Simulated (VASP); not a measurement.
OSZICAR of a VASP run on KMgF3 (cubic perovskite):

OSZICAR:
```
       N       E                     dE             d eps       ncg     rms          rms(c)
DAV:   1    -0.295822257243E+02   -0.29582E+02   -0.62192E-01   416   0.749E+00    0.137E+00
DAV:   2    -0.295812292499E+02    0.99647E-03   -0.30903E-02   496   0.134E+00    0.829E-01
DAV:   3    -0.295790221606E+02    0.22071E-02   -0.79794E-03   456   0.646E-01    0.460E-01
DAV:   4    -0.295787543477E+02    0.26781E-03   -0.51467E-04   468   0.168E-01    0.271E-01
DAV:   5    -0.295785761216E+02    0.17823E-03   -0.11877E-04   572   0.115E-01    0.155E-01
DAV:   6    -0.295785228682E+02    0.53253E-04   -0.33719E-05   480   0.652E-02    0.902E-02
DAV:   7    -0.295785045680E+02    0.18300E-04   -0.70855E-06   484   0.302E-02    0.534E-02
DAV:   8    -0.295784984274E+02    0.61406E-05   -0.33473E-06   448   0.180E-02    0.320E-02
DAV:   9    -0.295784966161E+02    0.18114E-05   -0.11372E-06   312   0.116E-02    0.195E-02
DAV:  10    -0.295784961968E+02    0.41921E-06   -0.57428E-07   312   0.820E-03
   1 F= -.29578496E+02 E0= -.29578496E+02  d E =-.227575E-16
       N       E                     dE             ncg
       N       E                     dE             ncg
       N       E                     dE             ncg
       N       E                     dE             ncg
```

**Question.** Which electronic solver shows in the log?

**Answer.** It is blocked Davidson (ALGO = Normal, or the opening steps of other solvers). The INCAR had ALGO = Normal.

**Question.** Can the final energy be trusted as converged?

**Answer.** The calculation finished and met its thresholds. It stopped with EDIFF = 1E-6, NELM = 60 (HSE06 screened hybrid, plane waves, VASP's PBE PAW potentials (set 64)).

The compound is KMgF3 in the cubic perovskite structure. It was relaxed first. The cell's shape comes from a PBE relaxation.
